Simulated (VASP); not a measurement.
OSZICAR of a VASP run on CoGa (CsCl type):

### OSZICAR
```
       N       E                     dE             d eps       ncg     rms          rms(c)
DAV:   1     0.954605029964E+02    0.95461E+02   -0.10673E+04  2702   0.256E+03
DAV:   2    -0.664157058302E+01   -0.10210E+03   -0.10005E+03  2597   0.348E+02
DAV:   3    -0.113892431180E+02   -0.47477E+01   -0.47229E+01  2968   0.801E+01
DAV:   4    -0.114591996390E+02   -0.69957E-01   -0.69945E-01  3321   0.904E+00
DAV:   5    -0.114611391220E+02   -0.19395E-02   -0.19395E-02  3258   0.129E+00    0.952E+00
DAV:   6    -0.125056398327E+02   -0.10445E+01   -0.22532E+01  2879   0.632E+01    0.115E+01
DAV:   7    -0.105005764614E+02    0.20051E+01   -0.93304E+00  2625   0.467E+01    0.176E+00
DAV:   8    -0.104840213238E+02    0.16555E-01   -0.24654E-01  3014   0.553E+00    0.627E-01
DAV:   9    -0.104782491551E+02    0.57722E-02   -0.18299E-02  3436   0.214E+00    0.128E-01
DAV:  10    -0.104779793157E+02    0.26984E-03   -0.60200E-04  3355   0.366E-01    0.618E-02
DAV:  11    -0.104779710830E+02    0.82326E-05   -0.52284E-05  3640   0.128E-01    0.114E-02
DAV:  12    -0.104779703638E+02    0.71923E-06   -0.24174E-06  2635   0.274E-02
   1 F= -.10477970E+02 E0= -.10478267E+02  d E =-.104780E+02
```

Question: Which electronic solver shows in the log?

Answer: It is blocked Davidson (ALGO = Normal, or the opening steps of other solvers). The INCAR had ALGO = Normal.

Question: How was spin treated?

Answer: Without spin polarisation: there is no mag entry.

Question: Can the final energy be trusted as converged?

Answer: The calculation finished and met its thresholds. It stopped with EDIFF = 1E-6, NELM = 100, NSW = 40 and EDIFFG = -0.02 after 1 ionic step (PBE GGA, plane waves, VASP's PBE PAW potentials (set 64)).

The compound is CoGa in the CsCl type structure. It was relaxed first. The run is not spin-polarised, so no magnetic state was tried.
